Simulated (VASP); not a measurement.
Consider the following.

```xyz
4
Lattice="2.4673 0.0000 0.0000 -1.2336 2.1367 0.0000 0.0000 0.0000 7.8031" Properties=species:S:1:pos:R:3 pbc="T T T"
C      0.0000     0.0000     1.9508
C      0.0000     0.0000     5.8523
C      0.0000     1.4245     1.9508
C      1.2336     0.7122     5.8523
```

Level of theory: LDA (Ceperley-Alder, Perdew-Zunger), VASP's LDA PAW potentials (set 64) (plane waves; VASP 6.6.1). Run with 400 eV cut-off, 20×20×6 Γ-centred mesh shifted by (0.5, 0.5, 0.5), Fermi-Dirac smearing of 0.10 eV, potentials C.

At this cut-off the stress carries a Pulay error, which pulls relaxed volumes low.

Q: Give the stress tensor in GPa (positive for a compressed cell).

A: 
```
-10.17    0.00    0.00
  0.00  -10.17    0.00
  0.00    0.00   -3.34
```
The pressure is its mean diagonal, -7.89 GPa.

The structure comes from a computed database's C entry; how it stands against other phases isn't given here. The cell was not relaxed at this level.
